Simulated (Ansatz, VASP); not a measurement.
# NbB8: VASP beside Ansatz

File INCAR:

```
PREC = Accurate
ENCUT = 600
EDIFF = 1E-6
ISMEAR = 0
SIGMA = 0.1
LREAL = False
LASPH = True
NELM = 100
ALGO = Normal
ISIF = 3
LWAVE = False
LCHARG = False
GGA = PE
IBRION = 2
NSW = 90
EDIFFG = -0.04
```

File KPOINTS:

```
regular mesh
0
Gamma
  6 6 6
```

The input POSCAR:

```
NbB8
1.0
   -2.5223536100      2.5223536100      2.5223536100
    2.5223536100     -2.5223536100      2.5223536100
    2.5223536100      2.5223536100     -2.5223536100
Nb B
1 8
Direct
    0.0000000000      0.0000000000      0.0000000000
    0.6507047800      0.6507047800      0.6507047800
    0.0000000000      0.0000000000      0.3492952200
    0.0000000000      0.3492952200      0.0000000000
    0.3492952200      0.0000000000      0.0000000000
    0.0000000000      0.0000000000      0.6507047800
    0.3492952200      0.3492952200      0.3492952200
    0.0000000000      0.6507047800      0.0000000000
    0.6507047800      0.0000000000      0.0000000000
```

Input for Ansatz:

```yaml
crystal:
  lattice:
    - [-2.52235361, 2.52235361, 2.52235361]
    - [2.52235361, -2.52235361, 2.52235361]
    - [2.52235361, 2.52235361, -2.52235361]
  atoms:
    - { symbol: Nb, position: [0.0, 0.0, 0.0] }
    - { symbol: B, position: [0.65070478, 0.65070478, 0.65070478] }
    - { symbol: B, position: [0.0, 0.0, 0.34929522] }
    - { symbol: B, position: [0.0, 0.34929522, 0.0] }
    - { symbol: B, position: [0.34929522, 0.0, 0.0] }
    - { symbol: B, position: [0.0, 0.0, 0.65070478] }
    - { symbol: B, position: [0.34929522, 0.34929522, 0.34929522] }
    - { symbol: B, position: [0.0, 0.65070478, 0.0] }
    - { symbol: B, position: [0.65070478, 0.0, 0.0] }
basis:
  ecutwfc: 420
kpoints:
  mp_grid: { grid: [6, 6, 6] }
hamiltonian:
  xc: pbe
scf:
  occupations: { method: gaussian, width: 0.1 }
  lower_state_search: "off"
output:
  forces: true
  stress: true
  eigenvalues: true
relax:
  adjacent_minimum: "off"
  f_tol: 0.04
  max_steps: 70
  cell: { stress_tol: 0.4 }
```

Alike in both runs: task relaxation of cell and atoms; functional PBE; k mesh 6 × 6 × 6; occupations gaussian, width 0.1 eV; no spin polarisation.

|  | VASP | Ansatz |
| --- | --- | --- |
| version | VASP 6.6.1 | Ansatz 0.2.0 |
| potentials or method | VASP PAW PBE potentials, release 64 (Nb_sv, B) | scalar-relativistic, plane waves, PAW |
| plane-wave cutoff (eV) | 600 | 420 |
| valence electrons in the cell | 37 | 37 |

|  | VASP | Ansatz | Ansatz less VASP |
| --- | --- | --- | --- |
| gap on the k mesh at the Fermi level, each at its own relaxed structure (eV) | none | none | - |
| relaxed volume (Å³/atom) | 17.16 | 17.27 | +0.106 |
| relaxed cell length with the largest relative difference (Å) | 5.855 | 5.867 | +0.0120 |
| energy change over the relaxation (meV/atom) | -5144 | -5120 | +24.6 |

A gap of «none» marks a metal or a gap that the smearing closes.

Caveats: the volume moved by over 15 % at a fixed basis, so the end points are rough.
